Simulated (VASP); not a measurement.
Input for VASP

File POSCAR:
```
CaF2
1.0
  0.0000000000   2.7956752276   2.7956752276
  2.7956752276   0.0000000000   2.7956752276
  2.7956752276   2.7956752276   0.0000000000
Ca F
1 2
Cartesian
  0.0000000000   2.7956752276   2.7956752276
  1.3978376138   1.3978376138   1.3978376138
  4.1935128414   4.1935128414   4.1935128414
```

**INCAR**
```
SYSTEM = CaF2
PREC = Accurate
ENCUT = 520
EDIFF = 1E-7
NELM = 100
ALGO = Normal
LREAL = .FALSE.
LASPH = .TRUE.
ISMEAR = 0
SIGMA = 0.05
GGA = RE
LWAVE = .FALSE.
LCHARG = .FALSE.
ISIF = 2
```

KPOINTS:
```
kpoints
0
Gamma
  7 7 7
0 0 0
```

POTCAR, in this order: Ca_sv F (PBE.64 set). Program: vasp_std.

**Question.** Translate this revPBE calculation to Ansatz.

**Answer.** One equivalent input (not run):
Ansatz 0.2 input:
```yaml
crystal:
  lattice:
    - [0.0000000, 2.7956752, 2.7956752]
    - [2.7956752, 0.0000000, 2.7956752]
    - [2.7956752, 2.7956752, 0.0000000]
  atoms:
    - { symbol: Ca, position: [1.0000000, 0.0000000, 0.0000000] }
    - { symbol: F, position: [0.2500000, 0.2500000, 0.2500000] }
    - { symbol: F, position: [0.7500000, 0.7500000, 0.7500000] }
kpoints:
  mp_grid: { grid: [7, 7, 7] }
hamiltonian:
  xc: revpbe
  pseudopotentials: { kind: paw }
scf:
  occupations: { method: gaussian, width: 0.05 }
  max_iter: 100
output: { forces: true, stress: true, eigenvalues: true }
```
What does not carry over: each code has its own PAW files, so the cut-off isn't converted (ENCUT is set for VASP's; basis.ecutwfc is left out, and Ansatz then takes the one that its files recommend); Ansatz stops its SCF on the density residual and VASP on the energy change (EDIFF).

The compound is CaF2 in the fluorite structure. It was relaxed first, which changed the volume by +7 %.
